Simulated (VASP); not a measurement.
A convergence study with VASP on MgH2 (space group no. 136 when undisturbed): a few settings are varied, all else stays as given below, so the limit is that of these other settings. One atom is moved off its site, so that forces are finite.

```xyz
6
Lattice="4.5336 0.0000 0.0000 0.0000 4.5336 0.0000 0.0000 0.0000 3.0291" Properties=species:S:1:pos:R:3 pbc="T T T"
Mg     0.0000     0.0000     0.0500
Mg     2.2668     2.2668     1.5145
H      1.3782     1.3782     0.0000
H      3.6450     0.8886     1.5145
H      0.8886     3.6450     1.5145
H      3.1554     3.1554     0.0000
```

Method: PBE GGA, VASP's PBE PAW potentials (set 64) (plane waves; VASP). The last row used: 300 eV cut-off, 6×6×8 Γ-centred mesh, Fermi-Dirac smearing of 0.010 eV, potentials Mg H.

Gaps are read on the run's mesh, which can miss a band edge.

```
setting        pressure (GPa)  gap on the mesh (eV)  irreducible k-points
-------------  --------------  --------------------  --------------------
EDIFF = 1E-01           -2.06                 3.756                    65
EDIFF = 1E-02           -2.08                 3.756                    65
EDIFF = 1E-03           -2.23                 3.743                    65
EDIFF = 1E-04           -2.24                 3.743                    65
EDIFF = 1E-05           -2.24                 3.746                    65
EDIFF = 1E-06           -2.24                 3.745                    65
EDIFF = 1E-07           -2.24                 3.745                    65
EDIFF = 1E-08           -2.24                 3.745                    65
EDIFF = 1E-10           -2.24                 3.745                    65
EDIFF = 1E-12           -2.24                 3.745                    65
```

Left out are rungs that failed or repeat a setting and relaxations that didn't move; long series are thinned to 24 rows.

The structure is a typed MgH2 crystal (space group no. 136). The cell was not relaxed at this level, it is distorted from the ideal structure.
